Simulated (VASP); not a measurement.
VASP runs on ScF3 (space group R-3c) share one base input (PBEsol GGA, plane waves, VASP's PBE PAW potentials (set 64)) and change the settings named in each case.

File KPOINTS:
```
Automatic mesh
0
G
5 5 5
```

INCAR:
```
ALGO  =  Normal
EDIFF  =  1E-6
ENCUT  =  400
GGA  =  PS
ISIF  =  2
ISMEAR  =  0
LASPH  =  .TRUE.
LCHARG  =  .FALSE.
LMAXMIX  =  4
LREAL  =  .FALSE.
LWAVE  =  .FALSE.
NELM  =  100
PREC  =  Accurate
SIGMA  =  0.01
SYSTEM  =  ScF3
```

POSCAR:
```
ScF3
1
    2.8514100000     1.6462620000     4.6533570000
   -2.8514100000     1.6462620000     4.6533570000
    0.0000000000    -3.2925250000     4.6533570000
Sc F
2 6
Direct
  0.5000000000   0.5000000000   0.5000000000
  0.0000000000   0.0000000000   0.0000000000
  0.7265800000   0.2500000000   0.7734200000
  0.2734200000   0.7500000000   0.2265800000
  0.7734200000   0.7265800000   0.2500000000
  0.2265800000   0.2734200000   0.7500000000
  0.2500000000   0.7734200000   0.7265800000
  0.7500000000   0.2265800000   0.2734200000
```

POTCAR, in this order: Sc_sv F (PBE.64 set). Program: vasp_std.

```
change                                                                 E(σ→0) (eV/atom)  pressure (GPa)  largest force (eV/Å)
---------------------------------------------------------------------  ----------------  --------------  --------------------
base run                                                                        -7.0887           -9.21                 0.018
GGA removed, POTCAR Sc_sv F (LDA.64 set)                                        -7.4036          -12.29                 0.054
KPOINTS 2×2×2 Γ-centred mesh                                                    -7.0864           -9.24                 0.016
LDAU = .TRUE., LDAUJ = 0 0, LDAUL = 2 -1, LDAUTYPE = 2, LDAUU = 1.0 0           -6.9854           -7.88                 0.001
```
 Energies of different potentials or functionals have different zeros.  At 400 eV the pressure can carry a Pulay error.

Left out are runs that ran out of time, are held back, or changed the cell or the kind of run, fixed moments of cells without a moment, rows past the twelfth, gaps on odd meshes, pressures of charged cells and columns that move by less than the noise.

The structure comes from a computed database's ScF3 entry; how it stands against other phases isn't given here. The cell was not relaxed at this level.
